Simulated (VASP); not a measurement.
Given:

```cif
data_Se2Sn
_chemical_formula_sum 'Sn1 Se2'
_space_group_name_H-M_alt 'P 1'
_space_group_IT_number 1
_cell_length_a 3.81955
_cell_length_b 3.81955
_cell_length_c 6.25656
_cell_angle_alpha 90.000
_cell_angle_beta 90.000
_cell_angle_gamma 120.000
loop_
_space_group_symop_operation_xyz
  'x, y, z'
loop_
_atom_site_label
_atom_site_type_symbol
_atom_site_fract_x
_atom_site_fract_y
_atom_site_fract_z
_atom_site_occupancy
Sn1 Sn 0.00000 0.00000 0.00000 1
Se1 Se 0.33333 0.66667 0.25327 1
Se2 Se 0.66667 0.33333 0.74673 1
```

Calculation: PBEsol GGA, VASP's PBE PAW potentials (set 64) (plane waves; VASP). Run with 480 eV cut-off, 6×6×4 Γ-centred mesh, Gaussian smearing of 0.050 eV, potentials Sn_d Se.

Without a dispersion term in the relaxation, distances and binding between the weakly bound layers, chains or molecules are unreliable, and so is what depends on them.

Each relaxation starts from this cell; other phases were not tried.

Q: The cell is relaxed at 5 GPa. What happens?

A: The volume per atom goes from 26.35 to 22.74 Å³ (-13.7 %), and the cell becomes a = 3.7749 Å, b = 3.7749 Å, c = 5.5287 Å, α = 90.00°, β = 90.00°, γ = 120.00°, space group P-3m1. The gap on the mesh, 0.68 eV at the start, closes.

Q: The cell is relaxed at 20 GPa. What happens?

A: The volume per atom goes from 26.35 to 19.75 Å³ (-25.0 %), and the cell becomes a = b = 3.6239 Å, c = 5.2099 Å, α = β = 90.00°, γ = 120.00°, space group P-3m1. The gap on the mesh, 0.68 eV at the start, closes.

Failed runs are left out, and for metals the shear rows, which the mesh's noise covers.

The compound is SnSe2 in the 1T layered structure.
